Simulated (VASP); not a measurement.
Computed with LDA (Ceperley-Alder, Perdew-Zunger), VASP's LDA PAW potentials (set 64) (plane waves; VASP).

A VASP calculation is set up with these files.

INCAR:
```
# general
SYSTEM  =  SiC
PREC    =  Accurate
ENCUT   =  400
LREAL   =  F
LASPH   =  T

# electronic loop
EDIFF   =  1E-6
NELM    =  100
ALGO    =  Normal

# smearing
ISMEAR  =  -1
SIGMA   =  0.1

# ions
IBRION  =  2
NSW     =  50
ISIF    =  3
EDIFFG  =  -0.01

# output
LWAVE   =  F
LCHARG  =  F
```

### KPOINTS
```
Automatic mesh
0
Gamma
4 4 4
0 0 0
```

### POSCAR
```
SiC
1.0
  3.1313380000   0.0000000000   0.0000000000
 -1.5656690000   2.7118190000   0.0000000000
  0.0000000000   0.0000000000  10.2511990000
Si C
4 4
Cart
  0.0000000000   0.0000000000   0.0000000000
  0.0000000000   0.0000000000   5.1255995000
  1.5656705657   0.9039387627   7.6902444658
 -0.0000015657   1.8078802373   2.5646449658
  0.0000000000   0.0000000000   8.3256137798
  0.0000000000   0.0000000000   3.2000142798
  1.5656705657   0.9039387627   5.7743978847
 -0.0000015657   1.8078802373   0.6487983847
```

POTCAR, in this order: Si C (LDA.64 set). Program: vasp_std.

At this cut-off the stress carries a Pulay error, which pulls relaxed volumes low.  Energy and stress use the plane-wave basis of the starting cell.

Estimate the energy per atom (σ→0), volume per atom.

| Quantity | Result |
|---|---|
| energy per atom (σ→0) | -8.297 eV/atom |
| volume per atom | 10.14 Å³/atom |

### OSZICAR
```
...
DAV:   4    -0.663753839095E+02    0.76667E-06   -0.54308E-06   463   0.136E-02
   6 F= -.66375384E+02 E0= -.66375380E+02  d E =-.129829E-02
       N       E                     dE             d eps       ncg     rms          rms(c)
DAV:   1    -0.663754218055E+02   -0.37129E-04   -0.19209E-03   574   0.316E-01    0.297E-02
DAV:   2    -0.663754069932E+02    0.14812E-04   -0.44460E-05   594   0.433E-02    0.153E-02
DAV:   3    -0.663754014316E+02    0.55616E-05   -0.12291E-05   619   0.201E-02    0.387E-03
DAV:   4    -0.663754010203E+02    0.41130E-06   -0.12884E-06   335   0.709E-03
   7 F= -.66375401E+02 E0= -.66375397E+02  d E =-.171108E-04
```

The structure was generated: SiC was put into an ordered model structure, which need not be its known phase. This run relaxes it. Symmetry was kept, so distortions that lower it aren't found. The k-mesh is coarse (spacing up to 0.59 per Å, 2π included), so the numbers may not be converged in it. The run is one of a series of settings (EDIFFG = -0.01, GGA removed, IBRION = 2, ISIF = 3, NSW = 50, KPOINTS 4×4×4 Γ-centred mesh, POTCAR Si C (LDA.64 set) against the base run), some of them coarse on purpose.
